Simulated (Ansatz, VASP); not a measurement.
# Two plane-wave programs on Li4Co

File INCAR:

```
SYSTEM = Li4Co
  PREC = Accurate
  ENCUT = 600
  EDIFF = 1E-7
  ISMEAR = 0
  SIGMA = 0.1
  LREAL = .FALSE.
  LASPH = .TRUE.
  NELM = 100
  ALGO = Normal
  ISIF = 3
  LWAVE = .FALSE.
  LCHARG = .FALSE.
  GGA = PE
  IBRION = 2
  NSW = 100
  EDIFFG = -0.01
```

File KPOINTS:

```
regular mesh
0
G
  10 10 10
  0 0 0
```

Contents of POSCAR:

```
Li4Co
1.0
   -2.8364786055      2.8364786055      2.8364786055
    2.8364786055     -2.8364786055      2.8364786055
    2.8364786055      2.8364786055     -2.8364786055
Li Co
4 1
Direct
    0.0000000000      0.0000000000      0.5000000000
    0.5000000000      0.0000000000      0.0000000000
    0.5000000000      0.5000000000      0.5000000000
    0.0000000000      0.5000000000      0.0000000000
    0.0000000000      0.0000000000      0.0000000000
```

Input for Ansatz:

```yaml
crystal:
  lattice:
    - [-2.8364786055, 2.8364786055, 2.8364786055]
    - [2.8364786055, -2.8364786055, 2.8364786055]
    - [2.8364786055, 2.8364786055, -2.8364786055]
  atoms:
    - { symbol: Li, position: [0.0, 0.0, 0.5] }
    - { symbol: Li, position: [0.5, 0.0, 0.0] }
    - { symbol: Li, position: [0.5, 0.5, 0.5] }
    - { symbol: Li, position: [0.0, 0.5, 0.0] }
    - { symbol: Co, position: [0.0, 0.0, 0.0] }
basis:
  ecutwfc: 420
kpoints:
  mp_grid: { grid: [10, 10, 10] }
hamiltonian:
  xc: pbe
scf:
  occupations: { method: gaussian, width: 0.1 }
output:
  forces: true
  stress: true
  eigenvalues: true
  write_density: true
  write_potential: true
  elf: true
  volumetric_format: npy
relax:
  adjacent_minimum: "off"
  f_tol: 0.01
  max_steps: 80
  cell: { stress_tol: 0.05 }
```

Change from the starting cell: species swapped into the NiHg4 type (Im-3m, No. 229).

Alike in both runs: task relaxation of cell and atoms; functional PBE; k mesh 10 × 10 × 10; occupations gaussian, width 0.1 eV; no spin polarisation.

```csv
,VASP,Ansatz
version,VASP 6.6.1,Ansatz 0.2.0
potentials or method,"VASP PAW PBE potentials, release 64 (Li_sv, Co)","scalar-relativistic, plane waves, PAW"
plane-wave cutoff (eV),600,420
valence electrons in the cell,21,29
```

VASP gave:

- gap on the k mesh at the Fermi level, each at its own relaxed structure (eV): none
- relaxed volume (Å³/atom): 18.38
- relaxed cell length with the largest relative difference (Å): 4.924

Task: Which values does Ansatz return?

Result: gap on the k mesh at the Fermi level, each at its own relaxed structure (eV): none; relaxed volume (Å³/atom): 18.55; relaxed cell length with the largest relative difference (Å): 4.939.

A gap of «none» marks a metal or a gap that the smearing closes. The two sets of potentials don't hold the same shells in valence.

Caveats: the cutoff is under 1.25 times the usual one of these potentials, so pressure, stress and relaxed cells hold a basis-set (Pulay) error (VASP). Spin polarisation is off, so any magnetic state and its effect on volume and gap are missing.
